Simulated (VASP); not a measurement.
Method: PBE GGA, VASP's PBE PAW potentials (set 64) (plane waves; VASP).

The input files of a VASP run:

File POSCAR:
```
FeSi
1.0
  4.4444129838   0.0000000000   0.0000000000
  0.0000000000   4.4444129838   0.0000000000
  0.0000000000   0.0000000000   4.4444129838
Fe Si
4 4
Cart
  3.8369646193   2.8296548564   1.6147581274
  1.6147581274   3.8369646193   2.8296548564
  0.6074483645   0.6074483645   0.6074483645
  2.8296548564   1.6147581274   3.8369646193
  0.7058050705   1.5164014214   2.9280115624
  2.9280115624   0.7058050705   1.5164014214
  3.7386079133   3.7386079133   3.7386079133
  1.5164014214   2.9280115624   0.7058050705
```

File KPOINTS:
```
kpoints
0
gamma
5 5 5
0 0 0
```

**INCAR**
```
! general
SYSTEM =FeSi
PREC   =Accurate
ENCUT  =400   ! plane-wave cut-off (eV)
LREAL  =.FALSE.   ! projection in real space or not
LASPH  =.TRUE.   ! aspherical one-centre terms

! electronic loop
EDIFF  =1E-6   ! SCF stop (eV)
NELM   =100
ALGO   =Normal
LMAXMIX=4   ! l cut-off of mixed one-centre charges

! smearing
ISMEAR =0   ! Gaussian
SIGMA  =0.05   ! width (eV)

! functional
GGA    =PE

! ions
IBRION =2
NSW    =60
ISIF   =3   ! ions, shape and volume
EDIFFG =-0.02   ! ionic stop

! output
LWAVE  =.FALSE.
LCHARG =.FALSE.
```

POTCAR, in this order: Fe Si (PBE.64 set). Program: vasp_std.

What VASP printed:

File OUTCAR:
```
 ion  position               nearest neighbor table
   1  0.863  0.637  0.363-   5 2.27   6 2.31   7 2.31   8 2.31   6 2.49   7 2.49   8 2.49   2 2.73
                             4 2.73   3 2.73   3 2.73   2 2.73   4 2.73
   2  0.363  0.863  0.637-   6 2.27   5 2.31   7 2.31   8 2.31   8 2.49   5 2.49   7 2.49   1 2.73
                             3 2.73   4 2.73   3 2.73   1 2.73   4 2.73
   3  0.137  0.137  0.137-   7 2.27   6 2.31   5 2.31   8 2.31   8 2.49   5 2.49   6 2.49   2 2.73
                             4 2.73   1 2.73   2 2.73   1 2.73   4 2.73
   4  0.637  0.363  0.863-   8 2.27   6 2.31   7 2.31   5 2.31   5 2.49   6 2.49   7 2.49   1 2.73
                             1 2.73   2 2.73   2 2.73   3 2.73   3 2.73
   5  0.159  0.341  0.659-   1 2.27   2 2.31   3 2.31   4 2.31   2 2.49   3 2.49   4 2.49   8 2.75
                             6 2.75   8 2.75   7 2.75   7 2.75   6 2.75
   6  0.659  0.159  0.341-   2 2.27   1 2.31   3 2.31   4 2.31   4 2.49   1 2.49   3 2.49   8 2.75
                             7 2.75   5 2.75   8 2.75   7 2.75   5 2.75
   7  0.841  0.841  0.841-   3 2.27   2 2.31   1 2.31   4 2.31   4 2.49   1 2.49   2 2.49   5 2.75
                             6 2.75   8 2.75   6 2.75   5 2.75   8 2.75
   8  0.341  0.659  0.159-   4 2.27   2 2.31   3 2.31   1 2.31   1 2.49   2 2.49   3 2.49   7 2.75
                             5 2.75   5 2.75   6 2.75   6 2.75   7 2.75
  LATTYP: Found a simple cubic cell.
 ALAT       =     4.4444129838
 Subroutine PRICEL returns:
 Original cell was already a primitive cell.
 Subroutine GETGRP returns: Found 12 space group operations
The static configuration has the point symmetry C_3 .
 The point group associated with its full space group is T   .
The dynamic configuration has the point symmetry C_3 .
...
```

OSZICAR:
```
       N       E                     dE             d eps       ncg     rms          rms(c)
DAV:   1     0.313804453363E+03    0.31380E+03   -0.16708E+04   638   0.150E+03
DAV:   2    -0.327035853018E+02   -0.34651E+03   -0.33555E+03   638   0.391E+02
DAV:   3    -0.653934104685E+02   -0.32690E+02   -0.30079E+02   954   0.128E+02
DAV:   4    -0.666244851475E+02   -0.12311E+01   -0.12103E+01   932   0.308E+01
DAV:   5    -0.666528791088E+02   -0.28394E-01   -0.28370E-01   964   0.391E+00    0.321E+01
DAV:   6    -0.718139330504E+02   -0.51611E+01   -0.23903E+02   952   0.169E+02    0.312E+01
DAV:   7    -0.590104165681E+02    0.12804E+02   -0.91227E+01   957   0.118E+02    0.902E+00
DAV:   8    -0.588752873946E+02    0.13513E+00   -0.35312E+00   766   0.148E+01    0.312E+00
DAV:   9    -0.587914255595E+02    0.83862E-01   -0.47102E-01   997   0.663E+00    0.124E+00
DAV:  10    -0.587828147614E+02    0.86108E-02   -0.13670E-02   796   0.117E+00    0.413E-01
DAV:  11    -0.587816211807E+02    0.11936E-02   -0.97519E-03   997   0.114E+00    0.149E-01
DAV:  12    -0.587815469657E+02    0.74215E-04   -0.27462E-04  1004   0.152E-01    0.572E-02
DAV:  13    -0.587815405830E+02    0.63826E-05   -0.62260E-05   994   0.637E-02    0.166E-02
DAV:  14    -0.587815397204E+02    0.86264E-06   -0.31843E-06   596   0.208E-02
   1 F= -.58781540E+02 E0= -.58781368E+02  d E =-.587815E+02
       N       E                     dE             d eps       ncg     rms          rms(c)
DAV:   1    -0.587829521669E+02   -0.14116E-02   -0.31639E-02   752   0.211E+00    0.311E-01
DAV:   2    -0.587833644470E+02   -0.41228E-03   -0.28385E-02   962   0.203E+00    0.306E-01
DAV:   3    -0.587818491069E+02    0.15153E-02   -0.11268E-02   962   0.123E+00    0.633E-02
DAV:   4    -0.587818081962E+02    0.40911E-04   -0.26168E-04   937   0.157E-01    0.128E-02
DAV:   5    -0.587818082123E+02   -0.16088E-07   -0.35117E-06   618   0.171E-02
   2 F= -.58781808E+02 E0= -.58781645E+02  d E =-.268492E-03
```

OUTCAR:
```
------------------------ aborting loop because EDIFF is reached ----------------------------------------
  FORCE on cell =-STRESS in cart. coord.  units (eV):
  Direction    XX          YY          ZZ          XY          YZ          ZX
  --------------------------------------------------------------------------------------
  Total       -0.0672845     -0.0672845     -0.0672845      0.0000000     -0.0000000      0.0000000
  in kB       -1.2259658     -1.2259658     -1.2259658      0.0000000     -0.0000000      0.0000000
  external PRESSURE =      -1.2259658 kB  Pullay stress =       0.0000000 kB
  volume of cell :       87.93
      direct lattice vectors                 reciprocal lattice vectors
     4.446816154  0.000000000 -0.000000000     0.224879996  0.000000000  0.000000000
     0.000000000  4.446816154  0.000000000    -0.000000000  0.224879996  0.000000000
     0.000000000  0.000000000  4.446816154     0.000000000 -0.000000000  0.224879996
 POSITION                                       TOTAL-FORCE (eV/Angst)
 -----------------------------------------------------------------------------------
      3.83934      2.83089      1.61593         0.008462     -0.008462      0.008462
      1.61593      3.83934      2.83089         0.008462      0.008462     -0.008462
      0.60748      0.60748      0.60748        -0.008462     -0.008462     -0.008462
      2.83089      1.61593      3.83934        -0.008462      0.008462      0.008462
      0.70734      1.51607      2.93075         0.007145     -0.007145      0.007145
      2.93075      0.70734      1.51607         0.007145      0.007145     -0.007145
      3.73948      3.73948      3.73948        -0.007145     -0.007145     -0.007145
      1.51607      2.93075      0.70734        -0.007145      0.007145      0.007145
 -----------------------------------------------------------------------------------
    total drift:                                0.000002      0.000001     -0.000000
  FREE ENERGIE OF THE ION-ELECTRON SYSTEM (eV)
  ---------------------------------------------------
  free  energy   TOTEN  =       -58.7818082123 eV

  energy  without entropy=      -58.7814821030  energy(sigma->0) =      -58.78164516

 reached required accuracy - stopping structural energy minimisation
```
(Selected blocks of OUTCAR.)

**CONTCAR**
```
FeSi
   1.00000000000000
     4.4468161537668465    0.0000000000000000   -0.0000000000000000
     0.0000000000000000    4.4468161537668465    0.0000000000000000
     0.0000000000000000    0.0000000000000000    4.4468161537668465
  Fe              Si
     4     4
Direct
     0.8633903453285441    0.6366096546714559    0.3633903453285440
     0.3633903453285440    0.8633903453285441    0.6366096546714559
     0.1366096546714559    0.1366096546714559    0.1366096546714559
     0.6366096546714559    0.3633903453285440    0.8633903453285441
     0.1590661058052474    0.3409338941947526    0.6590661058052474
     0.6590661058052474    0.1590661058052474    0.3409338941947526
     0.8409338941947526    0.8409338941947526    0.8409338941947526
     0.3409338941947526    0.6590661058052474    0.1590661058052474
```

File OUTCAR:
```
 val. band max:        9.7219030643   @ k =   0.2000   0.2000   0.0000

 cond. band min:       9.9035174252   @ k =   0.4000   0.2000   0.0000


 Fermi energy:         9.8132375813

 k-point     1 :       0.0000    0.0000    0.0000
  band No.  band energies     occupation
      1      -3.5157      2.00000
      2       1.8426      2.00000
      3       1.8426      2.00000
      4       1.8426      2.00000
      5       4.6795      2.00000
      6       4.6795      2.00000
      7       4.6795      2.00000
      8       6.2729      2.00000
      9       6.2729      2.00000
     10       6.2729      2.00000
     11       6.7659      2.00000
     12       6.9764      2.00000
     13       6.9764      2.00000
     14       7.3372      2.00000
     15       7.3372      2.00000
     16       7.3372      2.00000
     17       7.8812      2.00000
     18       7.8812      2.00000
     19       7.8812      2.00000
     20       9.4503      2.00000
     21       9.4503      2.00000
     22       9.4503      2.00000
     23       9.6927      1.99935
     24       9.6927      1.99935
     25      10.3950      0.00000
     26      10.3950      0.00000
     27      10.3950      0.00000
     28      12.7671      0.00000
     29      12.7671      0.00000

 k-point     2 :       0.2000    0.0000    0.0000
  band No.  band energies     occupation
      1      -3.2198      2.00000
      2       0.5284      2.00000
      3       2.0165      2.00000
      4       2.6975      2.00000
      5       4.0262      2.00000
      6       4.8492      2.00000
      7       5.2805      2.00000
      8       5.6656      2.00000
      9       5.7356      2.00000
     10       6.5803      2.00000
     11       7.0268      2.00000
     12       7.1314      2.00000
     13       7.2537      2.00000
     14       7.2995      2.00000
     15       7.3915      2.00000
     16       7.4269      2.00000
     17       7.7549      2.00000
     18       7.8054      2.00000
     19       8.1833      2.00000
...
```

The compound is FeSi in the B20 structure. This run relaxes it. Symmetry was kept, so distortions that lower it aren't found. The start is the result of an earlier pass. The run is not spin-polarised, so no magnetic state was tried.
